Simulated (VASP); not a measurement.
Data:

```
Mg
1.0
    1.59269    -2.75862     0.00000
    1.59269     2.75862     0.00000
    0.00000     0.00000     5.09946
Mg
2
Direct
  0.39612   0.72945   0.25000
  0.66667   0.33333   0.75000
```

Method: r2SCAN meta-GGA, VASP's PBE PAW potentials (set 64) (plane waves; VASP). Settings: 480 eV cut-off, 12×12×8 Γ-centred mesh, first-order Methfessel-Paxton smearing of 0.10 eV, potentials Mg.

Task: Give the force on each atom (eV/Å).

Result: 
| atom | Fx | Fy | Fz |
|---|---|---|---|
| Mg1 | -0.168 | -0.035 | 0.000 |
| Mg2 | 0.168 | 0.035 | 0.000 |

Task: Give the stress tensor in GPa (positive for a compressed cell).

Result: 
```
-0.08   0.77   0.00
 0.77   0.08   0.00
 0.00   0.00   0.18
```
The pressure is its mean diagonal, 0.06 GPa.

The compound is Mg in the hcp structure. This cell was strained or had an atom moved on purpose.
